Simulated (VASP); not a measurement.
An input for Ansatz (written as the equivalent of a VASP run, and not itself run):

Ansatz 0.2 input:
```yaml
crystal:
  lattice:
    - [2.9376000, 0.0000000, 0.0000000]
    - [0.0000000, 2.9376000, 0.0000000]
    - [0.0000000, 0.0000000, 2.9376000]
  atoms:
    - { symbol: Cr, position: [0.0000000, 0.0000000, 0.0000000], spin: 1.5 }
    - { symbol: Cr, position: [0.5000000, 0.5000000, 0.5000000], spin: -1.5 }
kpoints:
  mp_grid: { grid: [4, 4, 4], shift: [0.5, 0.5, 0.5] }
hamiltonian:
  xc: pbe
  pseudopotentials: { kind: paw }
magnetization: { spin_polarized: true }
scf:
  occupations: { method: methfessel_paxton, width: 0.1 }
  max_iter: 100
output: { forces: true, stress: true, eigenvalues: true }
```

### Question
Write the VASP files for the same calculation (PBE).

### Answer
This is not unique; one that fits is 
### POSCAR
```
Cr
1
    2.9376000000     0.0000000000     0.0000000000
    0.0000000000     2.9376000000     0.0000000000
    0.0000000000     0.0000000000     2.9376000000
Cr
2
Direct
  0.0000000000   0.0000000000   0.0000000000
  0.5000000000   0.5000000000   0.5000000000
```

INCAR:
```
! general
SYSTEM  = Cr
PREC    = Accurate
ENCUT   = 400
LREAL   = F   ! projection in real space or not
LASPH   = T

! electronic loop
EDIFF   = 1E-6   ! SCF stop (eV)
NELM    = 100   ! most electronic steps
ALGO    = Normal   ! blocked Davidson
LMAXMIX = 4   ! l cut-off of mixed one-centre charges

! smearing
ISMEAR  = 1   ! Methfessel-Paxton
SIGMA   = 0.1

! functional
GGA     = PE   ! PBE

! spin
ISPIN   = 2   ! spin-polarised
MAGMOM  = 1.5 -1.5

! ions
ISIF    = 2   ! forces and stress, cell fixed

! output
LWAVE   = F
LCHARG  = F
LORBIT  = 10
```

**KPOINTS**
```
Automatic mesh
0
Monkhorst-Pack
4 4 4
0 0 0
```

POTCAR, in this order: Cr_pv (PBE.64 set). Program: vasp_std.

Limits of the translation: each code has its own PAW files, so the cut-off isn't converted (ENCUT is set for VASP's; basis.ecutwfc is left out, and Ansatz then takes the one that its files recommend); Ansatz stops its SCF on the density residual and VASP on the energy change (EDIFF); an even Monkhorst-Pack mesh in KPOINTS is shifted by half a step.

The compound is Cr in the bcc, AFM order structure. The cell was not relaxed at this level. The k-mesh is coarse (spacing up to 0.53 per Å, 2π included), so the numbers may not be converged in it. The run is one of a series of settings (KPOINTS 4×4×4 Monkhorst-Pack mesh against the base run), some of them coarse on purpose.
